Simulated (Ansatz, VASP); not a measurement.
# Cross-check of MgO between VASP and Ansatz, part 2 of 2

Wanted: the spread between two codes on one cell, functional and k mesh. The cell is taken from a series of VASP runs on this material, whose earlier steps may have relaxed, scaled or displaced it; both programs get it as it stands. Valence electrons are named where the data sets of a main pair hold unlike numbers.

VASP 6.6.1 and Ansatz 0.2.0.

So far. Step 2 (Ansatz: elastic constants, PBEsol): The run ends at a pressure of 0.61 GPa.

**3. VASP: elastic constants, PBEsol**

Level of this step: PBEsol; plane waves and PAW (Mg, O) (VASP).

The same cell, functional, mesh and smearing now go to VASP, with its own data sets.

Lines of VASP's logs that name or quote its potential files are left out, and so is its time.

INCAR

```
SYSTEM = MgO
PREC = Accurate
ENCUT = 800
EDIFF = 1E-08
NELM = 100
ISMEAR = 0
SIGMA = 0.03
LREAL = .FALSE.
ALGO = Normal
GGA = PS
NBANDS = 10
LORBIT = 11
LWAVE = .FALSE.
LCHARG = .FALSE.
KPAR = 4
IBRION = 6
NFREE = 2
POTIM = 0.015
ISIF = 3
NSW = 1
```

POSCAR

```
MgO
1.0
    0.0000000000      2.1043476464      2.1043476464
    2.1043476464      0.0000000000      2.1043476464
    2.1043476464      2.1043476464      0.0000000000
Mg O
1 1
Direct
    0.0000000000      0.0000000000      0.0000000000
    0.5000000000      0.5000000000      0.5000000000
```

KPOINTS

```
Automatic mesh
0
Gamma
10 10 10
0 0 0
```

The projector-augmented-wave data sets are Mg and O (PBE family, release 64).

On the command line:

```sh
> mpirun -np 4 vasp_std
```

Numbers of over 12 decimals in the logs are rounded to 6 here.

What it wrote:

```text
[banner, memory and clock lines left out]
running    4 mpi-ranks, on    1 nodes
 distrk:  each k-point on    1 cores,    4 groups
 distr:  one band on    1 cores,    1 groups

 POSCAR found type information on POSCAR MgO
 POSCAR found :  2 types and       2 ions
|                                                                             |
|               ----> ADVICE to this user running VASP <----                  |
|                                                                             |
|     You enforced a specific xc type in the INCAR file but a different       |
|     [... a line on the potential file left out ...]
|     I HOPE YOU KNOW WHAT YOU ARE DOING!                                     |
|                                                                             |

 LDA part: xc-table for (Slater+PW92), standard interpolation
 POSCAR, INCAR and KPOINTS ok, starting setup
 FFT: planning ... GRIDC
 FFT: planning ... GRID_SOFT
 FFT: planning ... GRID
 WAVECAR not read
 entering main loop
       N       E                     dE             d eps       ncg     rms          rms(c)
DAV:   1     0.271665771476E+02    0.27167E+02   -0.60827E+03  1004   0.102E+03
DAV:   2    -0.129071473814E+02   -0.40074E+02   -0.39265E+02  1096   0.172E+02
DAV:   3    -0.139009531517E+02   -0.99381E+00   -0.99223E+00  1098   0.261E+01
DAV:   4    -0.139037079161E+02   -0.27548E-02   -0.27547E-02  1056   0.147E+00
DAV:   5    -0.139037155040E+02   -0.75879E-05   -0.75879E-05  1044   0.789E-02    0.666E+00
DAV:   6    -0.125578349765E+02    0.13459E+01   -0.78362E+00   948   0.166E+01    0.221E+00
DAV:   7    -0.125329363912E+02    0.24899E-01   -0.44971E-02  1016   0.222E+00    0.130E+00
DAV:   8    -0.125193887670E+02    0.13548E-01   -0.23276E-02   954   0.193E+00    0.199E-01
DAV:   9    -0.125192016534E+02    0.18711E-03   -0.20833E-04  1084   0.115E-01    0.138E-01
DAV:  10    -0.125191110101E+02    0.90643E-04   -0.42812E-04  1016   0.174E-01    0.662E-03
DAV:  11    -0.125191101958E+02    0.81429E-06   -0.32072E-06  1016   0.150E-02    0.334E-03
DAV:  12    -0.125191101063E+02    0.89539E-07   -0.11613E-07  1036   0.365E-03    0.449E-04
DAV:  13    -0.125191100779E+02    0.28338E-07   -0.13964E-08   578   0.874E-04    0.597E-05
DAV:  14    -0.125191100728E+02    0.51022E-08   -0.31436E-10   522   0.169E-04
   1 F= -.12519110E+02 E0= -.12519110E+02  d E =-.176727E-31
[... from here on, the cycles between the ionic steps are left out ...]
   2 F= -.12515525E+02 E0= -.12515525E+02  d E =-.380393E-35
   3 F= -.12514783E+02 E0= -.12514783E+02  d E =-.226798E-13
   8 F= -.12517188E+02 E0= -.12517188E+02  d E =-.202529E-24
   9 F= -.12517188E+02 E0= -.12517188E+02  d E =-.200541E-24
  10 F= -.12517188E+02 E0= -.12517188E+02  d E =-.202379E-24
  11 F= -.12517188E+02 E0= -.12517188E+02  d E =-.199353E-24
  12 F= -.12517188E+02 E0= -.12517188E+02  d E =-.202139E-24
  13 F= -.12517188E+02 E0= -.12517188E+02  d E =-.198696E-24
  14 F= -.12518496E+02 E0= -.12518496E+02  d E =-.149472E-31
  15 F= -.12518496E+02 E0= -.12518496E+02  d E =-.149396E-31
  16 F= -.12518496E+02 E0= -.12518496E+02  d E =-.149270E-31
 Finite differences progress:
  Degree of freedom:   8/  8
  Displacement:        1/  2
  Total:              15/ 16
 bond charge predicted
       N       E                     dE             d eps       ncg     rms          rms(c)
DAV:   1    -0.125167048383E+02    0.17913E-02   -0.39291E+00  2040   0.164E+01    0.223E-01
DAV:   2    -0.125190200021E+02   -0.23152E-02   -0.35211E-02  2224   0.176E+00    0.106E-01
DAV:   3    -0.125184955918E+02    0.52441E-03   -0.12303E-03  2246   0.322E-01    0.313E-02
DAV:   4    -0.125184984795E+02   -0.28877E-05   -0.17356E-04  2242   0.114E-01    0.208E-02
DAV:   5    -0.125184966535E+02    0.18261E-05   -0.68534E-06  2216   0.242E-02    0.113E-02
DAV:   6    -0.125184961637E+02    0.48976E-06   -0.28335E-06  2268   0.168E-02    0.100E-03
DAV:   7    -0.125184961901E+02   -0.26380E-07   -0.18715E-07  2248   0.408E-03    0.923E-04
DAV:   8    -0.125184961903E+02   -0.21970E-09   -0.72272E-09  1120   0.764E-04
  17 F= -.12518496E+02 E0= -.12518496E+02  d E =-.149197E-31
 Finite differences progress:
  Degree of freedom:   8/  8
  Displacement:        2/  2
  Total:              16/ 16
```

From OUTCAR (step 3):

```text
ion  position               nearest neighbor table
   1  0.000  0.000  0.000-   2 2.10   2 2.10   2 2.10   2 2.10   2 2.10   2 2.10
   2  0.500  0.500  0.500-   1 2.10   1 2.10   1 2.10   1 2.10   1 2.10   1 2.10

  LATTYP: Found a face centered cubic cell.
 ALAT       =     4.2086952928

 Subroutine GETGRP returns: Found 48 space group operations
 (whereof 48 operations were pure point group operations)

The static configuration has the point symmetry O_h .

 Found     47 irreducible k-points:

   k-points           NKPTS =     47   k-points in BZ     NKDIM =     47   number of bands    NBANDS=     10

   dimension x,y,z NGX =    28 NGY =   28 NGZ =   28
   dimension x,y,z NGXF=    56 NGYF=   56 NGZF=   56

   ENCUT  =  800.0 eV  58.80 Ry    7.67 a.u.   6.86  6.86  6.86*2*pi/ulx,y,z

   NELECT =       8.0000    total number of electrons

 k-points in reciprocal lattice and weights: Automatic mesh
   0.00000000  0.00000000  0.00000000       0.001
   0.10000000  0.00000000  0.00000000       0.008
   0.20000000  0.00000000  0.00000000       0.008
   0.30000000  0.00000000  0.00000000       0.008
   0.40000000  0.00000000  0.00000000       0.008
   0.50000000  0.00000000  0.00000000       0.004
   0.10000000  0.10000000  0.00000000       0.006
   0.20000000  0.10000000  0.00000000       0.024
   0.30000000  0.10000000  0.00000000       0.024
[...]
-0.30000000  0.40000000  0.20000000       0.024
  -0.30000000  0.50000000  0.20000000       0.012

 average (electrostatic) potential at core
       1 -34.6453       2 -69.5563

 E-fermi :   3.3186

 k-point     1 :       0.0000    0.0000    0.0000
  band No.  band energies     occupation
      1     -14.1337      2.00000
      2       3.0795      2.00000
      3       3.0798      2.00000
      4       3.0798      2.00000
      5       7.7408      0.00000
      6      18.7311      0.00000
      7      18.7316      0.00000
      8      18.7316      0.00000
      9      22.5776      0.00000
    ...

 k-point     2 :       0.1000    0.0000    0.0000
  band No.  band energies     occupation
      1     -14.0256      2.00000
      2       2.4162      2.00000
      3       3.0108      2.00000
      4       3.0109      2.00000
      5       8.3745      0.00000
      6      17.4682      0.00000
      7      18.9737      0.00000
      8      18.9739      0.00000
      9      23.7447      0.00000
    ...

 k-point     3 :       0.2000    0.0000    0.0000
  band No.  band energies     occupation
      1     -13.7280      2.00000
      2       1.0764      2.00000
      3       2.8363      2.00000
      4       2.8364      2.00000
      5       9.5668      0.00000
      6      15.9613      0.00000
      7      19.4672      0.00000
      8      19.4675      0.00000
      9      23.0505      0.00000
    ...

  Total        0.0176558      0.0081004      0.0081004      0.0000000      0.0000000      0.0000000
  in kB        1.5178001      0.6963644      0.6963644      0.0000000      0.0000000      0.0000000
  external PRESSURE =       0.9701763 kB  Pullay stress =       0.0000000 kB

  energy-cutoff  :      800.00
  volume of cell :       18.64
      direct lattice vectors                 reciprocal lattice vectors
     0.000000000  2.104347646  2.104347646    -0.237603326  0.237603326  0.237603326
     2.104347646  0.000000000  2.104347646     0.237603326 -0.237603326  0.237603326
     2.104347646  2.104347646  0.000000000     0.237603326  0.237603326 -0.237603326

 POSITION                                       TOTAL-FORCE (eV/Angst)
 -----------------------------------------------------------------------------------
      0.00000      0.00000      0.00000        -0.081959      0.000000      0.000000
      2.08935      2.10435      2.10435         0.081959      0.000000      0.000000
 -----------------------------------------------------------------------------------
    total drift:                               -0.000075      0.000000      0.000000

  FREE ENERGIE OF THE ION-ELECTRON SYSTEM (eV)
  ---------------------------------------------------
  free  energy   TOTEN  =       -12.5184961903 eV

  energy  without entropy=      -12.5184961903  energy(sigma->0) =      -12.51849619

  SYMMETRIZED ELASTIC MODULI (kBar)
 Direction    XX          YY          ZZ          XY          YZ          ZX
 --------------------------------------------------------------------------------
 XX        3024.7790    923.5572    923.5572      0.0000      0.0000      0.0000
 YY         923.5572   3024.7790    923.5572     -0.0000     -0.0000     -0.0000
 ZZ         923.5572    923.5572   3024.7790      0.0000     -0.0000      0.0000
 XY           0.0000     -0.0000      0.0000   1469.4486      0.0000      0.0000
 YZ           0.0000     -0.0000     -0.0000      0.0000   1469.4486      0.0000
 ZX           0.0000     -0.0000      0.0000      0.0000      0.0000   1469.4486
 --------------------------------------------------------------------------------

 Eigenvectors and eigenvalues of the dynamical matrix
 ----------------------------------------------------

   1 f  =   11.764327 THz    73.917449 2PiTHz  392.415724 cm-1    48.653327 meV
             X         Y         Z           dx          dy          dz
      0.000000  0.000000  0.000000    -0.630236    0.000000    0.000000
      2.104348  2.104348  2.104348     0.776404    0.000000    0.000000

   2 f  =   11.764327 THz    73.917449 2PiTHz  392.415724 cm-1    48.653327 meV
             X         Y         Z           dx          dy          dz
      0.000000  0.000000  0.000000     0.000000    0.630236    0.000000
      2.104348  2.104348  2.104348     0.000000   -0.776404    0.000000

   3 f  =   11.764327 THz    73.917449 2PiTHz  392.415724 cm-1    48.653327 meV
             X         Y         Z           dx          dy          dz
      0.000000  0.000000  0.000000     0.000000    0.000000   -0.630236
      2.104348  2.104348  2.104348     0.000000    0.000000    0.776404

   4 f/i=    0.002692 THz     0.016915 2PiTHz    0.089798 cm-1     0.011134 meV
             X         Y         Z           dx          dy          dz
      0.000000  0.000000  0.000000     0.000000   -0.776404    0.000000
      2.104348  2.104348  2.104348     0.000000   -0.630236    0.000000

   5 f/i=    0.002692 THz     0.016915 2PiTHz    0.089798 cm-1     0.011134 meV
             X         Y         Z           dx          dy          dz
      0.000000  0.000000  0.000000     0.000000    0.000000    0.776404
      2.104348  2.104348  2.104348     0.000000    0.000000    0.630236

   6 f/i=    0.002692 THz     0.016915 2PiTHz    0.089798 cm-1     0.011134 meV
             X         Y         Z           dx          dy          dz
      0.000000  0.000000  0.000000    -0.776404    0.000000    0.000000
      2.104348  2.104348  2.104348    -0.630236    0.000000    0.000000

 ELASTIC MODULI CONTR FROM IONIC RELAXATION (kBar)
 Direction    XX          YY          ZZ          XY          YZ          ZX
 --------------------------------------------------------------------------------
 XX           0.0000      0.0000      0.0000      0.0000      0.0000      0.0000
 YY           0.0000      0.0000      0.0000      0.0000      0.0000      0.0000
 ZZ           0.0000      0.0000      0.0000      0.0000      0.0000      0.0000
 XY           0.0000      0.0000      0.0000      0.0000      0.0000      0.0000
 YZ           0.0000      0.0000      0.0000      0.0000      0.0000      0.0000
 ZX           0.0000      0.0000      0.0000      0.0000      0.0000      0.0000
 --------------------------------------------------------------------------------

 TOTAL ELASTIC MODULI (kBar)
 Direction    XX          YY          ZZ          XY          YZ          ZX
 --------------------------------------------------------------------------------
 XX        3024.7790    923.5572    923.5572      0.0000      0.0000      0.0000
 YY         923.5572   3024.7790    923.5572     -0.0000     -0.0000     -0.0000
 ZZ         923.5572    923.5572   3024.7790      0.0000     -0.0000      0.0000
 XY           0.0000     -0.0000      0.0000   1469.4486      0.0000      0.0000
 YZ           0.0000     -0.0000     -0.0000      0.0000   1469.4486      0.0000
 ZX           0.0000     -0.0000      0.0000      0.0000      0.0000   1469.4486
 --------------------------------------------------------------------------------

 total charge
# of ion       s       p       d       tot
------------------------------------------
    1        0.150   0.182   0.080   0.413
    2        1.533   3.545   0.000   5.078
--------------------------------------------------
tot          1.683   3.727   0.080   5.490

[... 3 further parts left out ...]
```

The last energy, forces, stress and levels in OUTCAR belong to the last displaced cell, not to the cell of POSCAR. The PAW data sets were made with PBE, which is usual practice but a small mismatch for other functionals.

Levels, forces or a CONTCAR printed for this step are those of its last displaced cell, not of the structure at rest.

**4. Side by side**

Known differences besides the potentials themselves: the data sets hold 16 valence electrons in Ansatz (on its default PAW (the set named soft_2) files) and 8 in VASP; the cutoff is 420 eV in Ansatz and 800 eV in VASP; Ansatz makes its cores anew for this functional, VASP keeps those of its PBE data sets; VASP leaves aspherical gradient terms in its spheres out (LASPH is not set), Ansatz keeps them; VASP takes each elastic constant from one size of strain, Ansatz from those that its log lists. Total energies have different zeros and are not compared.

The two programs side by side:

| quantity | Ansatz | VASP | difference |
| --- | --- | --- | --- |
| C11 (GPa) | 298.5 | 302.5 | -1.32 % |
| C22 (GPa) | 298.5 | 302.5 | -1.32 % |
| C33 (GPa) | 298.5 | 302.5 | -1.32 % |
| C12 (GPa) | 90.8 | 92.4 | -1.63 % |
| C13 (GPa) | 90.8 | 92.4 | -1.63 % |
| C23 (GPa) | 90.8 | 92.4 | -1.63 % |
| C44 (GPa) | 145.3 | 146.9 | -1.11 % |
| C55 (GPa) | 145.3 | 146.9 | -1.11 % |
| C66 (GPa) | 145.3 | 146.9 | -1.11 % |

**5. Results**

| Quantity | Value |
| --- | --- |
| difference in C12 (elastic constants, PBEsol) | -1.6 % |

What this shows: The difference in C12 is -1.6 % (elastic constants, PBEsol), within the 5 % picked in this series as the mark of a large difference. The data sets hold unlike numbers of valence electrons (16 in Ansatz and 8 in VASP), so part of the differences comes from the potentials. Such differences can come from data sets, numerical settings and the points named under the comparisons, not from the functional's error against experiment.

[Lines on the potential files, build, host, timing and source positions are cut from VASP's logs without a mark.]

[Logs are printed without paths, hosts, clocks, repeated set-up lines and the standing remarks that a program may print on its own settings, such as how far it seeks lower states.]

[Hosts, paths, dates, database ids (printed as entryN), source tags and the programs' standing remarks are cut or masked in the printed files.]
